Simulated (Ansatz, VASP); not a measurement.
## Co (Cobalt) in two plane-wave programs

Aim: how closely do two programs agree when they are given the same cell, functional and k mesh? The cell is taken from a series of runs on this material, whose earlier steps may have relaxed, scaled, displaced or heated it; both programs get it as it stands.

Program: Ansatz 0.2.0. Level of theory: plane waves, with VASP 6.6.1 beside it; single point at PBEsol. Results are calculated unless marked as measured.

## (1) Set-up

It takes space group P6_3/mmc (No. 194, hexagonal). The conventional cell has a = 2.507 Å, b = 2.507 Å, c = 4.070 Å, α = 90.00°, β = 90.00°, γ = 120.00°. Nearest to Co lie 12 Co at 2.50 to 2.51 Å.

## (2) Ansatz: single point, PBEsol, pair 1

Ansatz runs on its PAW soft_1 files.

A single point gives forces, pressure and levels at one fixed geometry, so differences don't come from the geometry; what else differs is listed under the comparison.

input.yaml reads:

```yaml
crystal:
  lattice:
    - [2.5074, 0.0, 0.0]
    - [-1.2537, 2.1714720974, 0.0]
    - [0.0, 0.0, 8.1398]
  atoms:
    - { symbol: Co, position: [0.3333333333, 0.6666666667, 0.125], spin: 2.0 }
    - { symbol: Co, position: [0.3333333333, 0.6666666667, 0.625], spin: -2.0 }
    - { symbol: Co, position: [0.6666666667, 0.3333333333, 0.375], spin: 2.0 }
    - { symbol: Co, position: [0.6666666667, 0.3333333333, 0.875], spin: -2.0 }
magnetization:
  spin_polarized: true
kpoints:
  mp_grid: { grid: [18, 18, 5] }
hamiltonian:
  xc: pbesol
  pseudopotentials: { kind: paw, azcp: { folder: soft_1 }, xc_functional: pbe }
scf:
  occupations: { method: fermi_dirac, width: 0.1 }
  lower_state_search: "off"
checkpoint:
  write: ground.run
  compress: false
  write_wavefunctions: false
  write_every: 100000
```

The run is started by

```
$ ansatz run input.yaml --threads 4 --pin off --max-ram 8192MiB --backend cpu --events-out ev --progress --plain --runs-dir out
```

Numbers of over 12 decimals in the logs are rounded to 6 here.

What it wrote:

```text
Engine: ansatz 0.2.0, aarch64-unknown-linux-gnu
Pseudopotentials: kind: paw
Pseudopotential: Co, paw, valence charge 17, recommended cutoff 420 eV (normal), soft_1/Co.paw.azcp
Functional definition: PBEsol
  exchange = pbesol_x
  correlation = pbesol_c
Crystal: 4 atoms, lattice volume = 44.319 Å³
Basis set: ecut = 420 eV, 873 PW (Γ)
Bands: 46, of which v1, the nominal top of the filled ones, is band 34 counted from 1 (33 counted from 0)
Symmetry: 12 space group operations
Space group: P-3m1 (ITA 164), of the structure as read, at distance tolerance 3.5e-5 Å
Magnetic group: BNS 164.90 (UNI 1320), of the structure as read, at distance tolerance 3.5e-5 Å
k-points: 165 of 1620
Non-local potential: Co, projectors of the file, l = 0: 3, l = 1: 2, l = 2: 3, l = 3: 1
PAW form: soft (Blöchl's): semilocal exchange-correlation on the pseudo side does not see the compensation charge
PAW frozen core: Co, regenerated for the run's functional, and the local potential with it (the file was generated under x = pbe(κ = 0.804, μ = 0.219515), c = pbe(β = 0.066725))
PAW one-centre angular grid: Co, 590 points (default); XC on 64 Gauss nodes
Initial density: superposition of atomic densities (chi_scale 0.1, normalization cell)
Starting moments: Σ|m| = 8 μB on 4 of 4 sites
Starting magnetic order: antiferromagnet; a translation exchanges its spin sublattices: spin-degenerate at every k-point
Initial wavefunctions: pseudopotential atomic-orbital guess
Functional: x = pbesol(κ = 0.804, μ = 0.123457), c = pbesol(β = 0.046)
iter 1 solved again at ethr=9.07e-4 eV; its pass at ethr=3.10e-3 eV (dr2=6.17e-1 eV) is discarded
SCF iter   1: F=—  HF=-20371.197146 eV  |F-HF|=—  |Δ(HF+E_count)|=         —  Δρ=3.37e-2 (↑3.37e-2 ↓3.37e-2)  dr2=6.22e-1  dr2_m=2.69e-1  M=0.000 μB ∫|m|=6.460 μB  β_m=0.30  ethr=9.07e-4  ⟨swp⟩=1.7  Hψ=34232  notcnv=0
preconditioner: auto → Kerker (q_TF=auto, 2.930 Å⁻¹)  [metal: Δε(μ)=0.007 eV  Ē_g=9.197 eV  σ=0.100 eV  W_gap=0.02  n_scr=12 (ndim 8)  ℏωp=33.5 eV  f_vac=0.000  D(μ)=4.64/eV (n_scr^D=64)]
spin=Collinear: Kerker preconditioning applied to the charge; magnetization (m = ρ↑ − ρ↓) channel mixes plain (no charge-response kernel on spin).
SCF iter   2: F=—  HF=-20371.195465 eV  |F-HF|=—  |Δ(HF+E_count)|=   1.68e-3  Δρ=2.17e-2 (↑2.17e-2 ↓2.17e-2)  dr2=5.44e-2  dr2_m=1.53e-1  M=0.000 μB ∫|m|=6.412 μB  β_m=0.30  ethr=9.07e-4  ⟨swp⟩=2.3  Hψ=12241  notcnv=0
SCF iter   3: F=—  HF=-20371.309700 eV  |F-HF|=—  |Δ(HF+E_count)|=   1.14e-1  Δρ=1.79e-2 (↑1.79e-2 ↓1.79e-2)  dr2=4.14e-2  dr2_m=9.83e-2  M=0.000 μB ∫|m|=6.365 μB  β_m=0.30  ethr=8.00e-5  ⟨swp⟩=1.9  Hψ=9225  notcnv=0  defer=2
SCF iter   4: F=—  HF=-20371.408160 eV  |F-HF|=—  |Δ(HF+E_count)|=   9.85e-2  Δρ=1.36e-2 (↑1.36e-2 ↓1.36e-2)  dr2=6.36e-3  dr2_m=7.32e-2  M=0.000 μB ∫|m|=6.303 μB  β_m=0.30  ethr=6.08e-5  ⟨swp⟩=2.1  Hψ=13488  notcnv=0  defer=11
SCF iter   5: F=—  HF=-20371.428956 eV  |F-HF|=—  |Δ(HF+E_count)|=   2.08e-2  Δρ=1.09e-2 (↑1.09e-2 ↓1.09e-2)  dr2=2.89e-3  dr2_m=4.72e-2  M=0.000 μB ∫|m|=6.273 μB  β_m=0.30  ethr=9.36e-6  ⟨swp⟩=1.1  Hψ=7831  notcnv=0  defer=11
SCF iter   6: F=—  HF=-20371.440225 eV  |F-HF|=—  |Δ(HF+E_count)|=   1.13e-2  Δρ=8.67e-3 (↑8.67e-3 ↓8.67e-3)  dr2=1.49e-3  dr2_m=2.98e-2  M=0.000 μB ∫|m|=6.252 μB  β_m=0.30  ethr=4.25e-6  ⟨swp⟩=2.0  Hψ=10954  notcnv=0  defer=11
SCF iter   7: F=—  HF=-20371.447731 eV  |F-HF|=—  |Δ(HF+E_count)|=   7.51e-3  Δρ=7.06e-3 (↑7.06e-3 ↓7.06e-3)  dr2=1.04e-3  dr2_m=1.98e-2  M=0.000 μB ∫|m|=6.230 μB  β_m=0.30  ethr=2.19e-6  ⟨swp⟩=1.1  Hψ=7633  notcnv=0  defer=11
Mixer restart at iter 7: flushing history
spin-set hold released at iteration 7 (site moments contracting): the magnetisation degrees of freedom join the quasi-Newton model from the next iteration; the mixer history was flushed
SCF iter   8: F=—  HF=-20371.451806 eV  |F-HF|=—  |Δ(HF+E_count)|=   4.07e-3  Δρ=5.81e-3 (↑5.81e-3 ↓5.81e-3)  dr2=6.80e-4  dr2_m=1.34e-2  M=0.000 μB ∫|m|=6.211 μB  β_m=0.55  ethr=1.52e-6  ⟨swp⟩=1.0  Hψ=7238  notcnv=0  defer=11
SCF iter   9: F=—  HF=-20371.457505 eV  |F-HF|=—  |Δ(HF+E_count)|=   5.70e-3  Δρ=1.82e-3 (↑1.82e-3 ↓1.82e-3)  dr2=3.29e-4  dr2_m=1.21e-3  M=0.000 μB ∫|m|=6.134 μB  β_m=0.82  ethr=1.00e-6  ⟨swp⟩=2.0  Hψ=12663  notcnv=0  defer=11
SCF iter  10: F=—  HF=-20371.458114 eV  |F-HF|=—  |Δ(HF+E_count)|=   6.10e-4  Δρ=1.28e-3 (↑1.28e-3 ↓1.28e-3)  dr2=1.06e-3  dr2_m=1.71e-4  M=0.000 μB ∫|m|=6.097 μB  β_m=0.70  ethr=4.84e-7  ⟨swp⟩=2.0  Hψ=13931  notcnv=0  defer=97
SCF iter  11: F=—  HF=-20371.457794 eV  |F-HF|=—  |Δ(HF+E_count)|=   3.21e-4  Δρ=2.54e-4 (↑2.54e-4 ↓2.54e-4)  dr2=5.63e-5  dr2_m=6.88e-6  M=0.000 μB ∫|m|=6.082 μB  β_m=0.70  ethr=4.84e-7  ⟨swp⟩=2.0  Hψ=13318  notcnv=0  defer=132
SCF iter  12: F=—  HF=-20371.457805 eV  |F-HF|=—  |Δ(HF+E_count)|=   1.09e-5  Δρ=9.18e-5 (↑9.18e-5 ↓9.18e-5)  dr2=3.78e-6  dr2_m=1.19e-6  M=0.000 μB ∫|m|=6.079 μB  β_m=0.85  ethr=8.28e-8  ⟨swp⟩=2.0  Hψ=10010  notcnv=0  defer=217
SCF iter  13: F=—  HF=-20371.457811 eV  |F-HF|=—  |Δ(HF+E_count)|=   6.15e-6  Δρ=7.10e-5 (↑7.10e-5 ↓7.10e-5)  dr2=4.12e-6  dr2_m=2.48e-7  M=0.000 μB ∫|m|=6.078 μB  β_m=0.93  ethr=5.56e-9  ⟨swp⟩=2.0  Hψ=10120  notcnv=0  defer=217
SCF iter  14: F=-20371.457810 eV  HF=-20371.457810 eV  |F-HF|=3.47e-9  |Δ(HF+E_count)|=   5.44e-7  Δρ=6.58e-6 (↑6.58e-6 ↓6.58e-6)  dr2=2.70e-9  dr2_m=1.65e-8  M=0.000 μB ∫|m|=6.077 μB  ethr=1.47e-10  ⟨swp⟩=2.2  Hψ=23303  notcnv=0
SCF 1 converged in 14 iterations: F = -20371.457810 eV  dr2 = 2.70e-9
  greatest PAW one-centre occupation: 1.001 electrons in one spin orbital (limit 2), on the Co atom at site 3 (counted from 0), in its partial waves of l = 1
SCF converged after 14 iterations
Magnetization: 0.0000 μB (34.0000 up, 34.0000 down)
Absolute magnetization: 6.0804 μB (∫|ρ↑−ρ↓|, with the PAW one-centre terms)
Spin contamination: 2.4832 ħ² per cell (⟨S²⟩ above its minimum at these occupations)
Per-site moments (μB) at R_I (Å): [(1.471525, 1.030153), (-1.471525, 1.030153), (1.471525, 1.030153), (-1.471525, 1.030153)]
Free energy (F): -20371.457810 eV
Harris-Foulkes:  -20371.457810 eV  (|F-HF|=3.47e-9)
Internal energy: -20371.265847 eV  (E = F + TS)
E sigma→0 (E₀):  -20371.361829 eV
Entropy (-TS):   -0.191963 eV (-47.991 meV/atom)
Fermi energy:    18.098026 eV
--- Per-component energies (eV) ---
  E_band       = -1011.777973
  E_kinetic    = 1165.525115
  E_local      = -10717.589126  (includes V_loc(G=0)·N_el)
  E_nonlocal   = 1740.127253
  E_hartree    = 4739.115420
  E_xc         = -366.298745
  E_vxc        = -473.147883  (∫ρ·V_xc dr)
  E_paw        = -6150.350561  (= ΣΔE_a)
  E_vpaw       = -2204.926486  (= ΣTr[D̂ρ^β])
  E_aug_tail   = -0.000073  (compensation charges beyond the density's cutoff)
  E_ewald      = -10782.548809
  E_core_change = 0.753678  (= ΣΔE_core)
  E_smearing   = -0.191963  (= −TS)
  E_closure    = -0.000000  (closes the sum)
  Σ components = -20371.457810   (vs F -20371.457810, Δ=0.00e0)
```

Reading the cycles: dr2 is the Hartree energy of the density residual (eV), the measure of convergence; HF is the Harris–Foulkes estimate of the energy, which meets the free energy F at convergence.

## (3) VASP: single point, PBEsol, pair 1

The same cell, functional, mesh and smearing now go to VASP, with its own data sets.

Lines of VASP's logs that name or quote its potential files are left out, and so is its time.

INCAR reads:

```
SYSTEM = Co
PREC = Accurate
ENCUT = 520
EDIFF = 1E-06
NELM = 200
ISMEAR = -1
SIGMA = 0.1
LREAL = .FALSE.
ALGO = Normal
GGA = PS
NBANDS = 26
ISPIN = 2
MAGMOM = 1.47 -1.47 1.47 -1.47
LASPH = .TRUE.
LMAXMIX = 4
LORBIT = 11
LWAVE = .FALSE.
LCHARG = .FALSE.
ISIF = 2
GGA_COMPAT = .FALSE.
KPAR = 2
```

POSCAR reads:

```
Co
1.0
    2.5074000000      0.0000000000      0.0000000000
   -1.2537000000      2.1714720974      0.0000000000
    0.0000000000      0.0000000000      8.1398000000
Co
4
Direct
    0.3333333332      0.6666666666      0.1250000000
    0.3333333332      0.6666666666      0.6250000000
    0.6666666666      0.3333333332      0.3750000000
    0.6666666666      0.3333333332      0.8750000000
```

KPOINTS reads:

```
Automatic mesh
0
Gamma
18 18 5
0 0 0
```

Potentials, in the order of the species: Co (PBE family, release 64).

The run is started by

```
$ mpirun -np 2 vasp_std
```

What it wrote:

```text
[banner, memory and clock lines left out]
running    2 mpi-ranks, on    1 nodes
 distrk:  each k-point on    1 cores,    2 groups
 distr:  one band on    1 cores,    1 groups

 POSCAR found type information on POSCAR Co
 POSCAR found :  1 types and       4 ions
|                                                                             |
|               ----> ADVICE to this user running VASP <----                  |
|                                                                             |
|     You enforced a specific xc type in the INCAR file but a different       |
|     [... a line on the potential file left out ...]
|     I HOPE YOU KNOW WHAT YOU ARE DOING!                                     |
|                                                                             |

 LDA part: xc-table for (Slater+PW92), standard interpolation
 POSCAR, INCAR and KPOINTS ok, starting setup
 FFT: planning ... GRIDC
 FFT: planning ... GRID_SOFT
 FFT: planning ... GRID
 WAVECAR not read
 entering main loop
       N       E                     dE             d eps       ncg     rms          rms(c)
DAV:   1     0.230723461119E+03    0.23072E+03   -0.16094E+04 17224   0.188E+03
DAV:   2    -0.225022110558E+02   -0.25323E+03   -0.24121E+03 17194   0.343E+02
DAV:   3    -0.358757067917E+02   -0.13373E+02   -0.12517E+02 17632   0.109E+02
DAV:   4    -0.360761223677E+02   -0.20042E+00   -0.19976E+00 18776   0.137E+01
DAV:   5    -0.360838774277E+02   -0.77551E-02   -0.77547E-02 24148   0.201E+00    0.216E+01
DAV:   6    -0.315559398879E+02    0.45279E+01   -0.46797E+01 17968   0.987E+01    0.113E+01
DAV:   7    -0.304635791832E+02    0.10924E+01   -0.71763E+00 18396   0.381E+01    0.466E+00
DAV:   8    -0.304322090988E+02    0.31370E-01   -0.94624E-02 21238   0.361E+00    0.213E+00
DAV:   9    -0.304040405586E+02    0.28169E-01   -0.26895E-02 23200   0.269E+00    0.777E-01
DAV:  10    -0.304031361979E+02    0.90436E-03   -0.51754E-03 20886   0.846E-01    0.211E-01
DAV:  11    -0.304042531955E+02   -0.11170E-02   -0.33256E-03 18702   0.701E-01    0.101E-01
DAV:  12    -0.304042547117E+02   -0.15162E-05   -0.14965E-04 18364   0.128E-01    0.495E-02
DAV:  13    -0.304042528899E+02    0.18218E-05   -0.15364E-05 24284   0.409E-02    0.267E-02
DAV:  14    -0.304042534318E+02   -0.54185E-06   -0.17065E-06 10882   0.147E-02
   1 F= -.30404253E+02 E0= -.30305911E+02  d E =-.196685E+00  mag=     0.0000
```

OUTCAR, selected parts (step 3):

```text
ion  position               nearest neighbor table
   1  0.333  0.667  0.125-   3 2.50   4 2.50   3 2.50   4 2.50   3 2.50   4 2.50
   2  0.333  0.667  0.625-   3 2.50   4 2.50   3 2.50   4 2.50   3 2.50   4 2.50
   3  0.667  0.333  0.375-   1 2.50   2 2.50   1 2.50   2 2.50   1 2.50   2 2.50
   4  0.667  0.333  0.875-   1 2.50   2 2.50   1 2.50   2 2.50   1 2.50   2 2.50

  LATTYP: Found a hexagonal cell.
 ALAT       =     2.5074000000
 C/A-ratio  =     3.2463109197

 Subroutine GETGRP returns: Found 24 space group operations
 (whereof 12 operations were pure point group operations)

The static configuration has the point symmetry D_3d.
 The point group associated with its full space group is D_6h.

 Found    165 irreducible k-points:

   k-points           NKPTS =    165   k-points in BZ     NKDIM =    165   number of bands    NBANDS=     26

   dimension x,y,z NGX =    20 NGY =   20 NGZ =   64
   dimension x,y,z NGXF=    40 NGYF=   40 NGZF=  128

   ENCUT  =  520.0 eV  38.22 Ry    6.18 a.u.   4.66  4.66 15.13*2*pi/ulx,y,z

   NELECT =      36.0000    total number of electrons

 k-points in reciprocal lattice and weights: Automatic mesh
   0.00000000  0.00000000  0.00000000       0.001
   0.05555556  0.00000000  0.00000000       0.004
   0.11111111  0.00000000  0.00000000       0.004
   0.16666667 -0.00000000  0.00000000       0.004
   0.22222222 -0.00000000  0.00000000       0.004
   0.27777778  0.00000000  0.00000000       0.004
   0.33333333  0.00000000  0.00000000       0.004
   0.38888889 -0.00000000  0.00000000       0.004
   0.44444444 -0.00000000  0.00000000       0.004
[...]
-0.27777778 -0.38888889  0.40000000       0.007
   0.33333333  0.33333333  0.40000000       0.002

 average (electrostatic) potential at core
       1 -78.4928       2 -78.4928       3 -78.4928       4 -78.4928

 E-fermi :   9.8193

 spin component 1
 k-point     1 :       0.0000    0.0000    0.0000
  band No.  band energies     occupation
    ...
     16       8.9556      0.99982
     17       8.9556      0.99982
     18       9.1259      0.99903
     19       9.1259      0.99903
     20       9.5966      0.90257
     21       9.9754      0.17344
     22       9.9754      0.17344
     23      10.4416      0.00198
     24      10.4416      0.00198
     25      16.3684      0.00000
    ...

 k-point     2 :       0.0556    0.0000    0.0000
  band No.  band energies     occupation
    ...
     16       8.8556      0.99993
     17       8.9395      0.99985
     18       8.9859      0.99976
     19       9.1567      0.99868
     20       9.6493      0.84553
     21       9.9628      0.19227
     22       9.9816      0.16470
     23      10.4470      0.00188
     24      10.8542      0.00003
     25      16.3826      0.00000
    ...

 k-point     3 :       0.1111    0.0000    0.0000
  band No.  band energies     occupation
    ...
     16       8.6191      0.99999
     17       8.8475      0.99994
     18       9.0772      0.99940
     19       9.2558      0.99644
     20       9.7594      0.64534
     21       9.9339      0.24109
     22      10.0141      0.12477
     23      10.4598      0.00165
     24      11.6897      0.00000
     25      16.4294      0.00000
    ...

 k-point     4 :       0.1667   -0.0000    0.0000
  band No.  band energies     occupation
    ...
     15       8.5451      1.00000
     16       8.6228      0.99999
     17       8.7949      0.99996
     18       9.2189      0.99754
     19       9.4319      0.97965
     20       9.9181      0.27124
     21       9.9211      0.26531
     22      10.0850      0.06553
     23      10.4744      0.00143
     24      12.6892      0.00000
    ...

 k-point     5 :       0.2222   -0.0000    0.0000
  band No.  band energies     occupation
    ...
     15       8.4712      1.00000
     16       8.6770      0.99999
     17       8.9243      0.99987
     18       9.3546      0.99050
     19       9.6766      0.80643
     20       9.9773      0.17078
     21      10.1152      0.04930
     22      10.2044      0.02080
     23      10.4873      0.00125
     24      13.7956      0.00000
    ...

 k-point     6 :       0.2778    0.0000    0.0000
  band No.  band energies     occupation
    ...
     14       8.4762      1.00000
     15       8.4883      1.00000
     16       8.7448      0.99998
     17       9.2172      0.99758
     18       9.4043      0.98447
     19       9.9664      0.18680
     20      10.1653      0.03045
     21      10.3178      0.00679
     22      10.3872      0.00340
     23      10.5004      0.00110
    ...

  Total       -4.1843985     -4.1843985     -4.4684148      0.0000000      0.0000000      0.0000000
  in kB     -151.2697246   -151.2697246   -161.5371630      0.0000000      0.0000000      0.0000000
  external PRESSURE =    -154.6922041 kB  Pullay stress =       0.0000000 kB

  energy-cutoff  :      520.00
  volume of cell :       44.32
      direct lattice vectors                 reciprocal lattice vectors
     2.507400000  0.000000000  0.000000000     0.398819494  0.230258542  0.000000000
    -1.253700000  2.171472097  0.000000000     0.000000000  0.460517085  0.000000000
     0.000000000  0.000000000  8.139800000     0.000000000  0.000000000  0.122853141

 POSITION                                       TOTAL-FORCE (eV/Angst)
 -----------------------------------------------------------------------------------
     -0.00000      1.44765      1.01747         0.000000     -0.000000      0.618466
     -0.00000      1.44765      5.08737         0.000000     -0.000000      0.618466
      1.25370      0.72382      3.05242         0.000000      0.000000     -0.618466
      1.25370      0.72382      7.12232        -0.000000      0.000000     -0.618466
 -----------------------------------------------------------------------------------
    total drift:                               -0.000000     -0.000000      0.000000

  FREE ENERGIE OF THE ION-ELECTRON SYSTEM (eV)
  ---------------------------------------------------
  free  energy   TOTEN  =       -30.4042534318 eV

  energy  without entropy=      -30.2075688392  energy(sigma->0) =      -30.30591114

 total charge
# of ion       s       p       d       tot
------------------------------------------
    1        0.481   0.507   7.242   8.230
    2        0.481   0.507   7.242   8.230
    3        0.481   0.507   7.242   8.230
    4        0.481   0.507   7.242   8.230
--------------------------------------------------
tot          1.922   2.026  28.970  32.918

 magnetization (x)
# of ion       s       p       d       tot
------------------------------------------
    1       -0.001  -0.012   1.452   1.439
    2        0.001   0.012  -1.452  -1.439
    3       -0.001  -0.012   1.452   1.439
    4        0.001   0.012  -1.452  -1.439
--------------------------------------------------
tot          0.000   0.000   0.000   0.000

[... 1 further part left out ...]
```

The run ends at a pressure of -15.47 GPa, with forces up to 0.62 eV/Å.

## (4) Comparison

Known differences besides the potentials themselves: VASP starts from the moments at which Ansatz ended; the data sets hold 68 valence electrons in Ansatz (on its PAW soft_1 files) and 36 in VASP; the cutoff is 420 eV in Ansatz and 520 eV in VASP; Ansatz makes its cores anew for this functional, VASP keeps those of its PBE data sets; site moments are counted in spheres of each program's own size. Total energies have different zeros and are not compared.

The two programs side by side:

| quantity | Ansatz | VASP | difference |
| --- | --- | --- | --- |
| moment on Co1 (μB) | 1.47 | 1.44 | +0.03 |
| moment on Co2 (μB) | -1.47 | -1.44 | -0.03 |
| moment on Co3 (μB) | 1.47 | 1.44 | +0.03 |
| moment on Co4 (μB) | -1.47 | -1.44 | -0.03 |

(Part 1 of 2 ends here.)

[Lines on the potential files, build, host, timing and source positions are cut from VASP's logs without a mark.]

[Logs are printed without paths, hosts, clocks, repeated set-up lines and the standing remarks that a program may print on its own settings, such as how far it seeks lower states.]

[Hosts, paths, dates, database ids (printed as entryN), source tags and the programs' standing remarks are cut or masked in the printed files.]
